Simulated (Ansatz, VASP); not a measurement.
# GaB4: VASP beside Ansatz

File INCAR:

```
PREC = Accurate
ENCUT = 600
EDIFF = 1E-6
ISMEAR = 0
SIGMA = 0.1
LREAL = False
LASPH = True
NELM = 80
ALGO = Normal
ISIF = 3
LWAVE = False
LCHARG = False
GGA = PE
IBRION = 2
NSW = 100
EDIFFG = -0.01
```

Contents of KPOINTS:

```
Automatic mesh
0
Gamma
  10 10 10
```

The input POSCAR:

```
GaB4
1.0
    3.7314040805      0.0000000000      0.0000000000
    0.0000000000      3.7314040805      0.0000000000
    0.0000000000      0.0000000000      3.7314040805
Ga B
1 4
Direct
    0.5000000000      0.5000000000      0.5000000000
    0.8353186223      0.8353186223      0.8353186223
    0.1646813777      0.1646813777      0.8353186223
    0.1646813777      0.8353186223      0.1646813777
    0.8353186223      0.1646813777      0.1646813777
```

Input for Ansatz:

```yaml
crystal:
  lattice:
    - [3.7314040805, 0.0, 0.0]
    - [0.0, 3.7314040805, 0.0]
    - [0.0, 0.0, 3.7314040805]
  atoms:
    - { symbol: Ga, position: [0.5, 0.5, 0.5] }
    - { symbol: B, position: [0.8353186223, 0.8353186223, 0.8353186223] }
    - { symbol: B, position: [0.1646813777, 0.1646813777, 0.8353186223] }
    - { symbol: B, position: [0.1646813777, 0.8353186223, 0.1646813777] }
    - { symbol: B, position: [0.8353186223, 0.1646813777, 0.1646813777] }
basis:
  ecutwfc: 420
kpoints:
  mp_grid: { grid: [10, 10, 10] }
hamiltonian:
  xc: pbe
scf:
  occupations: { method: gaussian, width: 0.1 }
output:
  forces: true
  stress: true
  eigenvalues: true
relax:
  adjacent_minimum: "off"
  f_tol: 0.01
  max_steps: 80
  cell: { stress_tol: 0.05 }
```

Alike in both runs: task relaxation of cell and atoms; functional PBE; k mesh 10 × 10 × 10; occupations gaussian, width 0.1 eV; no spin polarisation.

|  | VASP | Ansatz |
| --- | --- | --- |
| version | VASP 6.6.1 | Ansatz 0.2.0 |
| potentials or method | VASP PAW PBE potentials, release 64 (Ga_d, B) | scalar-relativistic, plane waves, PAW |
| plane-wave cutoff (eV) | 600 | 420 |
| valence electrons in the cell | 25 | 25 |

|  | VASP | Ansatz | Ansatz less VASP |
| --- | --- | --- | --- |
| gap on the k mesh at the Fermi level, each at its own relaxed structure (eV) | none | none | - |
| relaxed volume (Å³/atom) | 10.36 | 10.35 | -0.001 |
| relaxed cell length with the largest relative difference (Å) | 3.727 | 3.727 | -0.0001 |

A gap of «none» marks a metal or a gap that the smearing closes.
